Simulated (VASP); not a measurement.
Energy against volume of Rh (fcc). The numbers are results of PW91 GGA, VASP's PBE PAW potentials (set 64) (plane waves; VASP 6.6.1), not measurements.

```csv
V (Å³/atom),E (eV/atom)
13.267,-7.21883
13.690,-7.25451
14.114,-7.26570
14.537,-7.25653
14.960,-7.23049
```

Question: Fit a third-order Birch-Murnaghan equation of state.

Answer: 
```yaml
volume_per_atom: 14.12 Å³/atom
bulk_modulus: 255 GPa
pressure_derivative_of_the_bulk_modulus: 5.20
lattice_constant_a: 3.837 Å
```

Measured: bulk modulus 271 GPa at 0 K (computed value off by -5.9 %), as given by H. Levämäki et al., Physical Review B (2014), arXiv:1402.3671 [corrected for temperature and zero-point phonon effects]; a 3.794 Å at 0 K (computed value off by +1.1 %), as given by Daniel Mejia-Rodriguez et al., Physical Review B (2018), arXiv:1807.09216 [static lattice: zero-point anharmonic expansion removed].

The compound is Rh in the fcc structure. It was relaxed first.
